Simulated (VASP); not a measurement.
All values below come from rev-vdW-DF2, VASP's PBE PAW potentials (set 64) (plane waves; VASP).

VASP ran on this input.

### POSCAR
```
CrO2
1
    4.4155700405     0.0000000000     0.0000000000
    0.0000000000     4.4155700405     0.0000000000
    0.0000000000     0.0000000000     2.9122729953
Cr O
2 4
Direct
  0.0000000000   0.0000000000   0.0000000000
  0.5000000000   0.5000000000   0.5000000000
  0.3030912935   0.3030912935   0.0000000000
  0.8030912935   0.1969087065   0.5000000000
  0.1969087065   0.8030912935   0.5000000000
  0.6969087065   0.6969087065   0.0000000000
```

INCAR:
```
SYSTEM = CrO2
PREC = Accurate
ENCUT = 520
EDIFF = 1E-7
NELM = 100
ALGO = Normal
LREAL = .FALSE.
LASPH = .TRUE.
ISMEAR = -5
GGA = MK
PARAM1 = 0.1234568
PARAM2 = 0.7114
ZAB_VDW = -1.8867
LUSE_VDW = .TRUE.
AGGAC = 0.0
LMAXMIX = 4
ISPIN = 2
MAGMOM = 2.1 2.1 -0.1 -0.1 -0.1 -0.1
LORBIT = 11
LWAVE = .FALSE.
LCHARG = .TRUE.
NEDOS = 601
ISIF = 2
LEFG = .TRUE.
```

**KPOINTS**
```
Automatic
0
gamma
 8 8 12
0 0 0
```

POTCAR, in this order: Cr_pv O (PBE.64 set). Program: vasp_std.

The resulting files:

OSZICAR:
```
       N       E                     dE             d eps       ncg     rms          rms(c)
DAV:   1     0.623509851732E+03    0.62351E+03   -0.26681E+04 12608   0.178E+03
DAV:   2     0.177579814604E+02   -0.60575E+03   -0.57002E+03 13696   0.524E+02
DAV:   3    -0.540571242827E+02   -0.71815E+02   -0.70333E+02 15122   0.173E+02
DAV:   4    -0.560428870784E+02   -0.19858E+01   -0.19101E+01 14888   0.283E+01
DAV:   5    -0.560897250421E+02   -0.46838E-01   -0.46711E-01 15730   0.440E+00    0.417E+01
DAV:   6    -0.484422284121E+02    0.76475E+01   -0.16154E+02 14590   0.102E+02    0.398E+01
DAV:   7    -0.427370367369E+02    0.57052E+01   -0.10861E+02 15220   0.103E+02    0.190E+01
DAV:   8    -0.405488541369E+02    0.21882E+01   -0.76262E+00 13936   0.244E+01    0.726E+00
DAV:   9    -0.400951312265E+02    0.45372E+00   -0.21389E+00 16750   0.125E+01    0.227E+00
DAV:  10    -0.401132072908E+02   -0.18076E-01   -0.16350E-01 13652   0.347E+00    0.132E+00
DAV:  11    -0.401119291717E+02    0.12781E-02   -0.31761E-02 16070   0.173E+00    0.552E-01
DAV:  12    -0.401112837594E+02    0.64541E-03   -0.39348E-03 16800   0.527E-01    0.255E-01
DAV:  13    -0.401109787902E+02    0.30497E-03   -0.13021E-03 15670   0.364E-01    0.911E-02
DAV:  14    -0.401109726006E+02    0.61896E-05   -0.15594E-04 15626   0.102E-01    0.497E-02
DAV:  15    -0.401109679875E+02    0.46132E-05   -0.44947E-05 14758   0.546E-02    0.251E-02
DAV:  16    -0.401109627547E+02    0.52327E-05   -0.13338E-05 16526   0.369E-02    0.592E-03
DAV:  17    -0.401109627127E+02    0.42035E-07   -0.12263E-06 14272   0.827E-03    0.277E-03
DAV:  18    -0.401109622726E+02    0.44007E-06   -0.24913E-07 10986   0.515E-03    0.983E-04
DAV:  19    -0.401109624907E+02   -0.21809E-06   -0.28773E-08  7560   0.136E-03    0.613E-04
DAV:  20    -0.401109624169E+02    0.73834E-07   -0.68102E-09  7218   0.720E-04
   1 F= -.40110962E+02 E0= -.40110962E+02  d E =0.000000E+00  mag=     4.0000
```

### OUTCAR
```
------------------------ aborting loop because EDIFF is reached ----------------------------------------
  FORCE on cell =-STRESS in cart. coord.  units (eV):
  Direction    XX          YY          ZZ          XY          YZ          ZX
  --------------------------------------------------------------------------------------
  Total        0.0538041      0.0538041     -0.0538439     -0.0000000      0.0000000      0.0000000
  in kB        1.5181687      1.5181687     -1.5192939     -0.0000000      0.0000000      0.0000000
  external PRESSURE =       0.5056811 kB  Pullay stress =       0.0000000 kB
  volume of cell :       56.78
      direct lattice vectors                 reciprocal lattice vectors
     4.415570040  0.000000000  0.000000000     0.226471326  0.000000000  0.000000000
     0.000000000  4.415570040  0.000000000     0.000000000  0.226471326  0.000000000
     0.000000000  0.000000000  2.912272995     0.000000000  0.000000000  0.343374403
 POSITION                                       TOTAL-FORCE (eV/Angst)
 -----------------------------------------------------------------------------------
      0.00000      0.00000      0.00000         0.000000     -0.000000      0.000000
      2.20779      2.20779      1.45614         0.000000     -0.000000      0.000000
      1.33832      1.33832      0.00000         0.004020      0.004020      0.000000
      3.54611      0.86946      1.45614         0.004020     -0.004020     -0.000000
      0.86946      3.54611      1.45614        -0.004020      0.004020      0.000000
      3.07725      3.07725      0.00000        -0.004020     -0.004020     -0.000000
 -----------------------------------------------------------------------------------
    total drift:                               -0.000000      0.000000     -0.000000
  FREE ENERGIE OF THE ION-ELECTRON SYSTEM (eV)
  ---------------------------------------------------
  free  energy   TOTEN  =       -40.1109624169 eV

  energy  without entropy=      -40.1109624169  energy(sigma->0) =      -40.11096242

 total charge

# of ion       s       p       d       tot
------------------------------------------
    1        0.352   6.469   4.041  10.862
    2        0.352   6.469   4.041  10.862
    3        1.566   3.461   0.000   5.028
    4        1.566   3.461   0.000   5.028
    5        1.566   3.461   0.000   5.028
    6        1.566   3.461   0.000   5.028
--------------------------------------------------
tot          6.968  26.784   8.082  41.834

 magnetization (x)

# of ion       s       p       d       tot
------------------------------------------
    1        0.018   0.030   2.018   2.065
    2        0.018   0.030   2.018   2.065
    3       -0.003  -0.061   0.000  -0.064
    4       -0.003  -0.061   0.000  -0.064
    5       -0.003  -0.061   0.000  -0.064
    6       -0.003  -0.061   0.000  -0.064
--------------------------------------------------
tot          0.024  -0.184   4.035   3.876

 Electric field gradients after diagonalization (V/A^2)
 (convention: |V_zz| > |V_xx| > |V_yy|)
----------------------------------------------------------------------
 ion       V_xx      V_yy      V_zz     asymmetry (V_yy - V_xx)/ V_zz
----------------------------------------------------------------------
   1      29.559    14.696   -44.255       0.336
   2      29.559    14.696   -44.255       0.336
   3     -20.619    -3.345    23.965       0.721
   4     -20.619    -3.345    23.965       0.721
   5     -20.619    -3.345    23.965       0.721
   6     -20.619    -3.345    23.965       0.721
```
(Selected blocks of OUTCAR.)

For a metal the tetrahedron method with Blöchl corrections gives inexact stress and forces.

The compound is CrO2 in the rutile structure. It was relaxed first.
